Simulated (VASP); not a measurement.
```
CELL_PARAMETERS angstrom
     -1.61078     1.61078     3.92909
      1.61078    -1.61078     3.92909
      1.61078     1.61078    -3.92909
ATOMIC_POSITIONS crystal
  Si 0.66500 0.66500 0.00000
  Si 0.33500 0.33500 0.00000
  W  0.00000 0.00000 0.00000
```

Level of theory: PBE GGA, VASP's PBE PAW potentials (set 64) (plane waves; VASP 6.6.1). Run with 300 eV cut-off, 10×10×10 Γ-centred mesh, Fermi-Dirac smearing of 0.14 eV, potentials Si W_sv.

Task: Give the energies of bands 6 to 14 at the high-symmetry points, in eV from the Fermi level.

Result: 
```json
[
 {"band": "6", "Γ": "-6.82", "X": "-6.94", "P": "-6.64", "N": "-9.85", "M": "-11.00", "S": "-9.34", "R": "-8.08"},
 {"band": "7", "Γ": "-3.77", "X": "-5.97", "P": "-6.54", "N": "-5.73", "M": "-3.81", "S": "-7.74", "R": "-5.86"},
 {"band": "8", "Γ": "-3.30", "X": "-5.50", "P": "-6.54", "N": "-4.85", "M": "-2.54", "S": "-3.03", "R": "-5.10"},
 {"band": "9", "Γ": "-2.82", "X": "-4.98", "P": "-3.02", "N": "-2.79", "M": "-0.84", "S": "-2.69", "R": "-4.08"},
 {"band": "10", "Γ": "-2.82", "X": "-3.24", "P": "-2.43", "N": "-2.74", "M": "-0.84", "S": "-2.47", "R": "-3.10"},
 {"band": "11", "Γ": "0.60", "X": "-1.78", "P": "-2.43", "N": "-0.43", "M": "-0.50", "S": "-0.31", "R": "-2.33"},
 {"band": "12", "Γ": "2.70", "X": "2.76", "P": "0.05", "N": "2.67", "M": "-0.50", "S": "1.79", "R": "1.94"},
 {"band": "13", "Γ": "2.98", "X": "2.93", "P": "2.93", "N": "2.79", "M": "0.77", "S": "2.50", "R": "2.12"},
 {"band": "14", "Γ": "3.03", "X": "3.09", "P": "3.57", "N": "3.88", "M": "4.45", "S": "3.54", "R": "2.99"}
]
```

It has no gap at this level: it comes out as a metal or semimetal.

The structure is a typed WSi2 crystal. The cell was not relaxed at this level.
